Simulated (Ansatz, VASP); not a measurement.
La2Ir in VASP and in Ansatz

```xyz
3
Lattice="5.3133 0.0000 0.0000 -2.6566 4.6014 0.0000 0.0000 0.0000 3.0193" Properties=species:S:1:pos:R:3 pbc="T T T"
La    2.6566    1.5338    0.0000
La    0.0000    3.0676    0.0000
Ir    0.0000    0.0000    0.0000
```

Alike in both runs: task relaxation of cell and atoms; functional PBE; k mesh 12 × 12 × 16; occupations gaussian, width 0.1 eV; no spin polarisation.

```csv
,VASP,Ansatz
version,VASP 6.6.1,Ansatz 0.2.0
potentials or method,"VASP PAW PBE potentials, release 64 (La, Ir)","scalar-relativistic, plane waves, PAW"
plane-wave cutoff (eV),600,420
valence electrons in the cell,31,39
```

```csv
,VASP,Ansatz,Ansatz less VASP
"gap on the k mesh at the Fermi level, each at its own relaxed structure (eV)",none,none,-
relaxed volume (Å³/atom),24.84,24.84,+0.003
relaxed cell length with the largest relative difference (Å),3.064,3.064,+0.0002
energy change over the relaxation (meV/atom),-2,-2,0.0
```

A gap of «none» marks a metal or a gap that the smearing closes. The two sets of potentials don't hold the same shells in valence.

Spin-orbit coupling is left out, which matters for the levels of Ir, La.
